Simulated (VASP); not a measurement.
Method: r2SCAN meta-GGA, VASP's PBE PAW potentials (set 64) (plane waves; VASP).

A VASP calculation is set up with these files.

INCAR:
```
SYSTEM = C
PREC = Accurate
ENCUT = 520
EDIFF = 1E-6
NELM = 100
ALGO = Normal
LREAL = .FALSE.
LASPH = .TRUE.
ISMEAR = 0
SIGMA = 0.05
METAGGA = R2SCAN
LMIXTAU = .TRUE.
LWAVE = .FALSE.
LCHARG = .FALSE.
IBRION = 2
ISIF = 3
NSW = 60
EDIFFG = -0.01
```

KPOINTS:
```
Automatic mesh
0
Gamma
11 11 7
0 0 0
```

POSCAR:
```
C
1
    2.1273200000    -1.2282800000     0.0000000000
    2.1273200000     1.2282800000     0.0000000000
   -1.3790690000     0.0000000000     3.5028350000
C
2
Direct
  0.8333600000   0.8333600000   0.0000900000
  0.1666400000   0.1666400000   0.9999100000
```

POTCAR, in this order: C (PBE.64 set). Program: vasp_std.

Q: Predict the energy per atom (σ→0), volume per atom.

A: 
| Quantity | Value |
|---|---|
| energy per atom (σ→0) | -9.939 eV/atom |
| volume per atom | 9.16 Å³/atom |

**OSZICAR**
```
...
       N       E                     dE             d eps       ncg     rms          rms(c)
DAV:   1    -0.198772490353E+02   -0.23224E-03   -0.39074E-03  4648   0.680E-01    0.382E-02
DAV:   2    -0.198772697796E+02   -0.20744E-04   -0.55787E-05  5856   0.849E-02    0.296E-02
DAV:   3    -0.198772402862E+02    0.29493E-04   -0.21009E-05  3792   0.520E-02    0.368E-03
DAV:   4    -0.198772628194E+02   -0.22533E-04   -0.13031E-05  3744   0.489E-02    0.169E-03
DAV:   5    -0.198772663662E+02   -0.35468E-05   -0.46496E-07  4832   0.872E-03    0.107E-03
DAV:   6    -0.198772669114E+02   -0.54523E-06   -0.13219E-07  3752   0.485E-03
   3 F= -.19877267E+02 E0= -.19877267E+02  d E =-.456352E-04
```

The structure comes from a computed database's C entry (C2/m); how it stands against other phases isn't given here. This run relaxes it. Symmetry was kept, so distortions that lower it aren't found.
